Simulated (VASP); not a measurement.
# Ga2O3 with rev-vdW-DF2: from relaxation to properties, part 2 of 2

Aim: relax Ga2O3, then compute properties on the relaxed cell. The start is a computed cell from the Materials Project.

VASP 6.6.1; rev-vdW-DF2; plane waves and PAW (Ga_d, O).

So far, gap on the k-mesh (eV): step 2 (full relaxation (rev-vdW-DF2)) 2.57; step 3 (second relaxation) 2.57.

## Step 6: Total and projected DOS (rev-vdW-DF2)

Here the states are counted by energy and projected on the atoms. The mesh is finer than in the run before.

INCAR reads:

```
SYSTEM = Ga2O3
PREC = Accurate
ENCUT = 520
EDIFF = 1E-06
NELM = 100
ISMEAR = -5
SIGMA = 0.05
LREAL = .FALSE.
ALGO = Normal
GGA = MK
AGGAC = 0
LUSE_VDW = .TRUE.
PARAM1 = 0.1234
PARAM2 = 0.711357
ZAB_VDW = -1.8867
LASPH = .TRUE.
NBANDS = 68
LORBIT = 11
LWAVE = .FALSE.
LCHARG = .FALSE.
KPAR = 8
NEDOS = 2001
```

POSCAR reads:

```
Ga2O3
1.0
    2.5172560665      1.4533384675      4.5086859628
   -2.5172560665      1.4533384675      4.5086859628
    0.0000000000     -2.9066769352      4.5086859628
Ga O
4 6
Direct
    0.8559659972      0.8559659972      0.8559659972
    0.6440340028      0.6440340028      0.6440340028
    0.1440340028      0.1440340028      0.1440340028
    0.3559659972      0.3559659972      0.3559659972
    0.7500000000      0.4472636660      0.0527363340
    0.4472636660      0.0527363340      0.7500000000
    0.0527363340      0.7500000000      0.4472636660
    0.2500000000      0.5527363340      0.9472636660
    0.9472636660      0.2500000000      0.5527363340
    0.5527363340      0.9472636660      0.2500000000
```

KPOINTS reads:

```
Automatic mesh
0
Gamma
10 10 10
0 0 0
```

PAW data sets: Ga_d and O (PBE family, release 64).

The run is started by

```console
$ mpirun -np 8 vasp_std
```

The job ended after 6.2 min (8 MPI ranks of AMD EPYC 7R43, shared host; peak memory 7.4 GiB; 49 min of CPU time).

Numbers from this step:

* irreducible k-points: 116
* Fermi energy: 4.111 eV
* pressure: 0.06055 GPa
* valence top at k: -0.2, 0.2, 0
* gap on the k-mesh: 2.573 eV

The density of states has structure finer than the step of the table below, so its rows give means over 0.5 eV, whole bins alone (the curve runs from -12.0 to 10.1 eV). Peaks (eV: height): total -11.80: 9.46, -11.54: 9.29, -1.10: 9.71, -0.32: 16.2; O p -3.71: 4.07, -2.23: 4.08, -1.36: 5.26, -0.32: 11.8; Ga p -3.97: 0.764, -3.71: 0.924, 8.72: 1.27, 9.51: 1.07; Ga d -11.80: 8.23, -11.54: 7.85, -0.32: 1.05; Ga s -6.14: 1.53, 6.20: 2.48, 6.99: 2.37.

States under -12.0 eV and over 10.1 eV are left out. Table of density of states by energy, zero at the valence-band top; means over each step; values in states/eV/cell:

```
energy (eV)    total      O p     Ga p     Ga d     Ga s      O s
      -11.5     5.28   0.0389   0.0274     4.49   0.0256    0.585
      -11.0        0        0        0        0        0        0
      -10.5        0        0        0        0        0        0
      -10.0        0        0        0        0        0        0
       -9.5        0        0        0        0        0        0
       -9.0        0        0        0        0        0        0
       -8.5        0        0        0        0        0        0
       -8.0        0        0        0        0        0        0
       -7.5        0        0        0        0        0        0
       -7.0    0.291    0.103  0.00268   0.0101    0.105  0.00238
       -6.5     2.44    0.900   0.0805   0.0786    0.740   0.0398
       -6.0     4.47     1.69    0.206    0.168     1.18    0.107
       -5.5     3.73     1.46    0.215    0.151    0.855    0.120
       -5.0     2.26    0.924    0.142   0.0974    0.444    0.100
       -4.5     3.16     1.46    0.414    0.112    0.219   0.0651
       -4.0     3.95     1.92    0.503    0.137    0.158   0.0741
       -3.5     5.35     2.66    0.593    0.197    0.210    0.120
       -3.0     4.78     2.56    0.532    0.170    0.189   0.0884
       -2.5     5.16     2.96    0.561    0.163    0.154   0.0641
       -2.0     5.26     3.16    0.478    0.221    0.102   0.0623
       -1.5     6.86     4.38    0.494    0.310   0.0714   0.0479
       -1.0     8.21     5.52    0.412    0.438   0.0607   0.0372
       -0.5     12.6     9.00    0.248    0.820   0.0398   0.0263
        0.0     3.58     2.63   0.0336    0.213  0.00480  0.00318
        0.5        0        0        0        0        0        0
        1.0        0        0        0        0        0        0
        1.5        0        0        0        0        0        0
        2.0        0        0        0        0        0        0
        2.5  0.00223   9.9e-5        0        0  0.00101   6.1e-4
        3.0   0.0556  0.00596   7.3e-4        0   0.0238   0.0141
        3.5    0.126   0.0210  0.00272   7.4e-5   0.0499   0.0286
        4.0    0.213   0.0455  0.00594  0.00121   0.0795   0.0434
        4.5    0.335   0.0838   0.0111  0.00233    0.120   0.0611
        5.0    0.509    0.140   0.0193  0.00470    0.180   0.0827
        5.5    0.811    0.235   0.0359  0.00902    0.293    0.114
        6.0     2.78    0.728    0.175   0.0340     1.18    0.246
        6.5     4.02     1.11    0.247   0.0486     1.77    0.254
        7.0     4.46     1.35    0.215   0.0725     1.89    0.224
        7.5     1.58    0.517   0.0576   0.0390    0.656   0.0624
        8.0    0.818    0.297   0.0294   0.0175    0.319   0.0224
        8.5     2.48    0.361    0.710   0.0491    0.191    0.185
        9.0     3.11    0.421    0.990   0.0599    0.195    0.216
        9.5     2.96    0.436    0.893   0.0831    0.189    0.154
```

The gap on this mesh is 2.57 eV. In the top eV of the valence band the largest shares in the PAW spheres are O p 71 % and Ga d 6 %; in the lowest eV of the conduction band, Ga s 42 %, O s 24 % and O p 13 %. The rest lies in smaller channels or between the spheres.

## Step 7: Volume scan with rev-vdW-DF2

An equation of state needs energies on both sides of the minimum, all on one mesh and cutoff.

Edit INCAR of step 6 so:

```diff
@@ -5,3 +5,3 @@
 NELM = 100
-ISMEAR = -5
+ISMEAR = 0
 SIGMA = 0.05
@@ -16,3 +16,3 @@
 LASPH = .TRUE.
-NBANDS = 68
+NBANDS = 54
 LORBIT = 11
@@ -21,2 +21,2 @@
 KPAR = 8
-NEDOS = 2001
+ISIF = 2
```

Edit POSCAR of step 6 so:

```diff
@@ -2,5 +2,5 @@
 1.0
-    2.5172560665      1.4533384675      4.5086859628
-   -2.5172560665      1.4533384675      4.5086859628
-    0.0000000000     -2.9066769352      4.5086859628
+    2.4658690748      1.4236701740      4.4166461377
+   -2.4658690748      1.4236701740      4.4166461377
+    0.0000000000     -2.8473403482      4.4166461377
 Ga O
```

KPOINTS reads:

```
Automatic mesh
0
Gamma
7 7 7
0 0 0
```

The run is started by

```console
$ mpirun -np 8 vasp_std
```

The job ended after 3.5 min (8 MPI ranks; peak memory 5.2 GiB).

The scan keeps the cell's shape and the fractional positions fixed.

This step gave:

| Property | Result |
| --- | --- |
| bands | 54 |
| irreducible k-points | 44 |
| free energy (TOTEN) | -39.84 eV |
| Fermi energy | 5.054 eV |
| pressure | 15.03 GPa |
| valence top at k | -0.1429, 0.1429, 0 |
| gap on the k-mesh | 3.242 eV |
| least direct gap on the k-mesh | 3.511 eV |

The pressure here is 15.03 GPa.

## Step 8: Volume scan with rev-vdW-DF2 (run 2)

INCAR is that of step 7.

Edit POSCAR of step 7 so:

```diff
@@ -2,5 +2,5 @@
 1.0
-    2.4658690748      1.4236701740      4.4166461377
-   -2.4658690748      1.4236701740      4.4166461377
-    0.0000000000     -2.8473403482      4.4166461377
+    2.4832349222      1.4336963507      4.4477503043
+   -2.4832349222      1.4336963507      4.4477503043
+    0.0000000000     -2.8673927015      4.4477503043
 Ga O
```

KPOINTS is that of step 7.

The run is started by

```console
$ mpirun -np 8 vasp_std
```

The job ended after 3.5 min (8 MPI ranks; peak memory 5.1 GiB; 27 min of CPU time).

This step gave:

| Quantity | Value |
| --- | --- |
| free energy (TOTEN) | -39.99 eV |
| Fermi energy | 4.801 eV |
| pressure | 9.474 GPa |
| gap on the k-mesh | 3.007 eV |
| least direct gap on the k-mesh | 3.266 eV |

The pressure falls from 15.03 to 9.47 GPa.

The run ends at a pressure of 9.47 GPa, with forces up to 0.0076 eV/Å.

## Step 9: Volume scan with rev-vdW-DF2 (run 3)

INCAR is that of step 8.

Edit POSCAR of step 8 so:

```diff
@@ -2,5 +2,5 @@
 1.0
-    2.4832349222      1.4336963507      4.4477503043
-   -2.4832349222      1.4336963507      4.4477503043
-    0.0000000000     -2.8673927015      4.4477503043
+    2.5003612214      1.4435842242      4.4784254137
+   -2.5003612214      1.4435842242      4.4784254137
+    0.0000000000     -2.8871684485      4.4784254137
 Ga O
```

KPOINTS is that of step 8.

The run is started by

```console
$ mpirun -np 8 vasp_std
```

It took 3.6 min on 8 MPI ranks; peak memory 5.2 GiB; 28 min of CPU time.

The pressure falls from 9.47 to 4.52 GPa.

The run ends at a pressure of 4.52 GPa, with forces up to 0.0040 eV/Å.

## Step 10: Volume scan with rev-vdW-DF2 (run 4)

INCAR is that of step 9.

Edit POSCAR of step 9 so:

```diff
@@ -2,5 +2,5 @@
 1.0
-    2.5003612214      1.4435842242      4.4784254137
-   -2.5003612214      1.4435842242      4.4784254137
-    0.0000000000     -2.8871684485      4.4784254137
+    2.5172560665      1.4533384675      4.5086859628
+   -2.5172560665      1.4533384675      4.5086859628
+    0.0000000000     -2.9066769352      4.5086859628
 Ga O
```

KPOINTS is that of step 9.

The run is started by

```console
$ mpirun -np 8 vasp_std
```

It took 3.7 min on 8 MPI ranks; peak memory 5.2 GiB.

The pressure falls from 4.52 to 0.08 GPa.

The run ends at a pressure of 0.08 GPa, with forces up to 0.0018 eV/Å.

## Step 11: Volume scan with rev-vdW-DF2 (run 5)

INCAR is that of step 10.

Edit POSCAR of step 10 so:

```diff
@@ -2,5 +2,5 @@
 1.0
-    2.5172560665      1.4533384675      4.5086859628
-   -2.5172560665      1.4533384675      4.5086859628
-    0.0000000000     -2.9066769352      4.5086859628
+    2.5339271223      1.4629635061      4.5385456804
+   -2.5339271223      1.4629635061      4.5385456804
+    0.0000000000     -2.9259270123      4.5385456804
 Ga O
```

KPOINTS is that of step 10.

The run is started by

```console
$ mpirun -np 8 vasp_std
```

Run time: 3.6 min. Hardware: 8 MPI ranks; peak memory 5.3 GiB.

The pressure falls from 0.08 to -3.90 GPa, so it vanishes between these two volumes.

## Step 12: Volume scan with rev-vdW-DF2 (run 6)

INCAR is that of step 11.

Edit POSCAR of step 11 so:

```diff
@@ -2,5 +2,5 @@
 1.0
-    2.5339271223      1.4629635061      4.5385456804
-   -2.5339271223      1.4629635061      4.5385456804
-    0.0000000000     -2.9259270123      4.5385456804
+    2.5503816556      1.4724635353      4.5680175821
+   -2.5503816556      1.4724635353      4.5680175821
+    0.0000000000     -2.9449270708      4.5680175821
 Ga O
```

KPOINTS is that of step 11.

The run is started by

```console
$ mpirun -np 8 vasp_std
```

Run time: 3.4 min. Hardware: 8 MPI ranks; peak memory 5.4 GiB; 27 min of CPU time.

The pressure falls from -3.90 to -7.45 GPa.

The run ends at a pressure of -7.45 GPa, with forces up to 0.0026 eV/Å.

## Step 13: Volume scan with rev-vdW-DF2 (run 7)

A prediction first. A parabola through the 6 pressures of evenly scaled cells so far, P = 0.07 -210.9 t +496 t² GPa with t = ln(V/V₁) and V₁ the volume at scale 1, gives -10.54 GPa at t = +0.0583.

INCAR is that of step 12.

Edit POSCAR of step 12 so:

```diff
@@ -2,5 +2,5 @@
 1.0
-    2.5503816556      1.4724635353      4.5680175821
-   -2.5503816556      1.4724635353      4.5680175821
-    0.0000000000     -2.9449270708      4.5680175821
+    2.5666265627      1.4818425368      4.5971140199
+   -2.5666265627      1.4818425368      4.5971140199
+    0.0000000000     -2.9636850738      4.5971140199
 Ga O
```

KPOINTS is that of step 12.

The run is started by

```console
$ mpirun -np 8 vasp_std
```

Wall time 3.8 min (8 MPI ranks); peak memory 5.9 GiB.

The pressure falls from -7.45 to -10.64 GPa. The parabola predicted -10.54 GPa, +0.10 GPa off.

## Step 14: Comparing the runs

Times are for 8 MPI ranks of AMD EPYC 7R43, shared host. Results by setting:

```csv
no.,volume scale,energy above the lowest point (meV/atom),pressure (GPa),gap on the k-mesh (eV),time,memory (GiB)
1,0.94,27.08,15.03,3.242,3.5 min,5.2
2,0.96,11.76,9.474,3.007,3.5 min,5.1
3,0.98,2.96,4.525,2.783,3.6 min,5.2
4,1,0,0.07858,2.567,3.7 min,5.2
5,1.02,2.25,-3.899,2.360,3.6 min,5.3
6,1.04,9.17,-7.454,2.161,3.4 min,5.4
7,1.06,20.26,-10.64,1.970,3.8 min,5.9
```

## Step 15: Fit for rev-vdW-DF2

This step: Birch-Murnaghan fit, rev-vdW-DF2; plane waves and PAW (VASP 6.6.1).

Derived from the runs above.

Numbers from this step:

| Property | Result |
| --- | --- |
| pressure derivative of the bulk modulus | 4.570 |
| r.m.s. error of the fit | 1.15e-6 eV/atom |
| minimum inside the sampled range | yes |
| bulk modulus | 209.9 GPa |
| equilibrium volume of the fit | 9.907 Å³/atom |

Table of energy above the fitted minimum by volume:

| volume (Å³/atom) | energy above the fitted minimum (eV/atom) |
| --- | --- |
| 9.303 | 0.0271 |
| 9.501 | 0.0118 |
| 9.699 | 0.00297 |
| 9.897 | 6.8e-6 |
| 10.095 | 0.00226 |
| 10.293 | 0.00917 |
| 10.491 | 0.0203 |

The fitted volume lies +0.10 % from the relaxed one. At a finite cutoff and mesh the minimum of the energy and the zero of the stress don't quite coincide, and the relaxation stops at a threshold.

## Step 16: Vibrations at Γ (rev-vdW-DF2)

This step: rev-vdW-DF2; plane waves and PAW (Ga_d, O) (VASP 6.6.1).

Zone-centre modes test whether the atoms sit at a minimum within this cell. IBRION = 6 takes the force constants from differences of forces between displaced cells, so the forces must be tight.

Edit INCAR of step 13 so:

```diff
@@ -3,3 +3,3 @@
 ENCUT = 520
-EDIFF = 1E-06
+EDIFF = 1E-08
 NELM = 100
@@ -21,2 +21,6 @@
 KPAR = 8
+IBRION = 6
+NFREE = 2
+POTIM = 0.015
 ISIF = 2
+NSW = 1
```

Edit POSCAR of step 13 so:

```diff
@@ -2,5 +2,5 @@
 1.0
-    2.5666265627      1.4818425368      4.5971140199
-   -2.5666265627      1.4818425368      4.5971140199
-    0.0000000000     -2.9636850738      4.5971140199
+    2.5172560665      1.4533384675      4.5086859628
+   -2.5172560665      1.4533384675      4.5086859628
+    0.0000000000     -2.9066769352      4.5086859628
 Ga O
```

KPOINTS is that of step 13.

The run is started by

```console
$ mpirun -np 8 vasp_std
```

The job ended after 42 min (8 MPI ranks; peak memory 9.2 GiB; 5.5 h of CPU time).

The last energy, forces, stress and levels in OUTCAR belong to the last displaced cell, not to the cell of POSCAR.

This step gave:

```
pressure of the cell      : -0.01777 GPa
largest force of the cell : 0.001793 eV/Å
```

Transverse limit, no LO-TO splitting. The modes at Γ (shares of kinetic energy by element, %):

| mode | frequency (cm⁻¹) | symmetry | Ga % | O % |
| --- | --- | --- | --- | --- |
| 1 | -0.2 | acoustic | 74 | 26 |
| 2 | -0.2 | acoustic | 74 | 26 |
| 3 | -0.1 | acoustic | 74 | 26 |
| 4 | 151.2 | A2g | 99 | 1 |
| 5 | 206.6 | A1g | 99 | 1 |
| 6 | 215.3 | Eu | 95 | 5 |
| 7 | 215.3 | Eu | 95 | 5 |
| 8 | 228.7 | Eg | 96 | 4 |
| 9 | 228.7 | Eg | 96 | 4 |
| 10 | 260.8 | A2u | 23 | 77 |
| 11 | 276.1 | Eg | 75 | 25 |
| 12 | 276.1 | Eg | 75 | 25 |
| 13 | 312.3 | Eg | 9 | 91 |
| 14 | 312.3 | Eg | 9 | 91 |
| 15 | 320.6 | Eu | 15 | 85 |
| 16 | 320.6 | Eu | 15 | 85 |
| 17 | 324.7 | A1u | 100 | 0 |
| 18 | 413.7 | Eg | 18 | 82 |
| 19 | 413.7 | Eg | 18 | 82 |
| 20 | 449.6 | Eu | 12 | 88 |
| 21 | 449.6 | Eu | 12 | 88 |
| 22 | 453.0 | A2g | 1 | 99 |
| 23 | 514.8 | A2u | 2 | 98 |
| 24 | 540.1 | Eu | 3 | 97 |
| 25 | 540.1 | Eu | 3 | 97 |
| 26 | 541.3 | A1g | 1 | 99 |
| 27 | 589.9 | A1u | 0 | 100 |
| 28 | 653.0 | Eg | 2 | 98 |
| 29 | 653.0 | Eg | 2 | 98 |
| 30 | 662.8 | A2g | 0 | 100 |

Displacements in mode 4 (151.2 cm⁻¹), the largest set to 1:
```
Ga1  0.00  0.00  1.00
Ga2  0.00  0.00  1.00
Ga3  0.00  0.00 -1.00
Ga4  0.00  0.00 -1.00
O5  -0.17 -0.10  0.01
O6   0.00  0.19  0.01
O7   0.17 -0.10  0.01
O8   0.17  0.10 -0.01
O9  -0.17  0.10 -0.01
O10  0.00 -0.19 -0.01
```

Displacements in mode 22 (453.0 cm⁻¹), the largest set to 1:
```
Ga1  0.00  0.00 -0.07
Ga2  0.00  0.00 -0.07
Ga3  0.00  0.00  0.07
Ga4  0.00  0.00  0.07
O5  -0.87 -0.50  0.88
O6   0.00  1.00  0.88
O7   0.87 -0.50  0.88
O8   0.87  0.50 -0.88
O9  -0.87  0.50 -0.88
O10  0.00 -1.00 -0.88
```

The three acoustic modes lie within 0.2 cm⁻¹ of zero, and all others are real. By the characters of their eigenvectors the optical modes sort into (cm⁻¹) Raman active: A1g 207, Eg 229, Eg 276, Eg 312, Eg 414, A1g 541, Eg 653; infrared active: Eu 215, A2u 261, Eu 321, Eu 450, A2u 515, Eu 540; silent: A2g 151, A1u 325, A2g 453, A1u 590, A2g 663. With a centre of inversion no mode is active in both.

## Step 17: Summary of results

| Item | Value |
| --- | --- |
| relaxed volume | 9.897 Å³/atom |
| relaxed conventional cell a, b, c | 5.035, 5.035, 13.526 Å; angles 90.0, 90.0, 120.0° |
| space group after relaxing, within 0.02 Å | R-3c (No. 167) |
| band gap | 2.56 eV, indirect (least direct gap of that run 2.81 eV) |
| gap among the points of the DOS mesh alone, an upper bound | 2.57 eV |
| bulk modulus from the fit | 210 GPa |
| volume from the fit | 9.91 Å³/atom |
| highest zone-centre mode | 663 cm⁻¹ |

In words: With rev-vdW-DF2, Ga2O3 relaxes to 9.897 Å³/atom in space group R-3c (held by the symmetry of the run), has an indirect gap of 2.56 eV and has a bulk modulus of 210 GPa at fixed shape and positions, an upper bound. Band structure (rev-vdW-DF2): On this path the gap is indirect, 2.56 eV, with the valence top between Γ and X and the conduction bottom at Γ. The least direct gap is 2.81 eV. Vibrations at Γ (rev-vdW-DF2): The highest mode in this list at Γ, 662.8 cm⁻¹, is mostly motion of O (100 % of the kinetic energy). Semilocal functionals usually underestimate gaps. Spin-orbit coupling is left out; it would split some degenerate bands. Modes at Γ alone can't show that the crystal is stable at other wave vectors, and the LO-TO splitting is not included. No search among competing phases was made, and a listed structure need not be the one stable at ambient conditions. All values are for a static lattice at zero temperature.

[Lines on the potential files, build, host, timing and source positions are cut from VASP's logs without a mark.]

[Logs are printed without paths, hosts, clocks, repeated set-up lines and the standing remarks that a program may print on its own settings, such as how far it seeks lower states.]

[Hosts, paths, dates, database ids (printed as entryN), source tags and the programs' standing remarks are cut or masked in the printed files.]

[A measured line is paired with the nearest computed mode of its activity, which favours agreement.]
